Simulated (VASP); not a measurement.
These are PBE GGA, VASP's PBE PAW potentials (set 64) (plane waves; VASP) values and carry that method's errors.

VASP input:

**INCAR**
```
SYSTEM = Rb
PREC = Accurate
ENCUT = 400
EDIFF = 1E-7
NELM = 100
ALGO = Normal
LREAL = .FALSE.
LASPH = .TRUE.
ISMEAR = -5
GGA = PE
LMAXMIX = 4
LWAVE = .FALSE.
LCHARG = .TRUE.
LORBIT = 11
NEDOS = 601
ISIF = 2
```

**KPOINTS**
```
Regular mesh
0
gamma
 10 10 10
```

**POSCAR**
```
Rb
1
   -2.8362085323     2.8362085323     2.8362085323
    2.8362085323    -2.8362085323     2.8362085323
    2.8362085323     2.8362085323    -2.8362085323
Rb
1
Direct
  0.0000000000   0.0000000000   0.0000000000
```

POTCAR, in this order: Rb_sv (PBE.64 set). Program: vasp_std.

### Question
What will the output report for the number of irreducible k-points (NKPTS), number of bands (NBANDS), largest plane-wave count, number of space-group operations, FFT grid (NGX, NGY, NGZ)?

### Answer

| Property | Value |
|---|---|
| number of irreducible k-points (NKPTS) | 47 |
| number of bands (NBANDS) | 8 |
| largest plane-wave count | 1686 |
| number of space-group operations | 48 |
| FFT grid (NGX, NGY, NGZ) | 32 × 32 × 32 |

The compound is Rb in the bcc structure. It was relaxed first.
